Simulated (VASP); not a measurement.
VASP input:

INCAR:
```
ENCUT=300   # plane-wave cut-off (eV)
ALGO=Normal
PREC=Accurate
SYSTEM=K2S
LWAVE=F
LCHARG=F
LASPH=T   # aspherical one-centre terms
GGA=PE
ISIF=2
SIGMA=0.01
LREAL=F   # projection in real space or not
EDIFF=1E-6
NELM=100   # most electronic steps
ISMEAR=0
```

### KPOINTS
```
Automatic mesh
0
Gamma
4 4 4
0.5 0.5 0.5
```

**POSCAR**
```
K2S
5.2424050
  0.0000000000   0.7071067573   0.7071067573
  0.7071067573   0.0000000000   0.7071067573
  0.7071067573   0.7071067573   0.0000000000
K S
2 1
Cart
  1.0591299569   1.0644983114   1.0633372421
  0.3520196641   0.3556831842   0.3535781274
  0.0030638936  -0.0059679810  -0.0027018549
```

POTCAR, in this order: K_sv S (PBE.64 set). Program: vasp_std.

Task: Translate this PBE calculation to Ansatz.

Result: One equivalent input (not run):
Ansatz 0.2 input:
```yaml
crystal:
  lattice:
    - [0.0000000, 3.7069400, 3.7069400]
    - [3.7069400, 0.0000000, 3.7069400]
    - [3.7069400, 3.7069400, 0.0000000]
  atoms:
    - { symbol: K, position: [0.7556890, 0.7480970, 0.7497390] }
    - { symbol: K, position: [0.2526080, 0.2474270, 0.2504040] }
    - { symbol: S, position: [-0.0082970, 0.0044760, -0.0001430] }
kpoints:
  mp_grid: { grid: [4, 4, 4], shift: [0.5, 0.5, 0.5] }
hamiltonian:
  xc: pbe
  pseudopotentials: { kind: paw }
scf:
  occupations: { method: gaussian, width: 0.01 }
  max_iter: 100
output: { forces: true, stress: true, eigenvalues: true }
```
What does not carry over: each code has its own PAW files, so the cut-off isn't converted (ENCUT is set for VASP's; basis.ecutwfc is left out, and Ansatz then takes the one that its files recommend); Ansatz stops its SCF on the density residual and VASP on the energy change (EDIFF).

The structure comes from a computed database's K2S entry; how it stands against other phases isn't given here. The cell was not relaxed at this level, atoms are displaced from their ideal sites.
